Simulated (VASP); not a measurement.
Input:

```xyz
2
Lattice="0.0000 2.6400 2.6400 2.6400 0.0000 2.6400 2.6400 2.6400 0.0000" Properties=species:S:1:pos:R:3 pbc="T T T"
Cu     0.0000     0.0000     0.0000
Cl     1.3200     1.3200     1.3200
```

Computed with PBE GGA, VASP's PBE PAW potentials (set 64) (plane waves; VASP). Settings: 500 eV cut-off, 9×9×9 Γ-centred mesh, Gaussian smearing of 0.050 eV, potentials Cu Cl.

Q: Estimate the energy per atom (σ→0), pressure, band gap (on the k-mesh) with the smallest direct gap where there is one.

A: 
| Property | Value |
|---|---|
| band gap (on the k-mesh) | 0.69 eV |
| smallest direct gap (on the k-mesh) | 0.69 eV |
| energy per atom (σ→0) | -3148 meV/atom |
| pressure | 4.93 GPa |

The compound is CuCl in the zinc blende structure. It was relaxed first under an external pressure of 5 GPa.
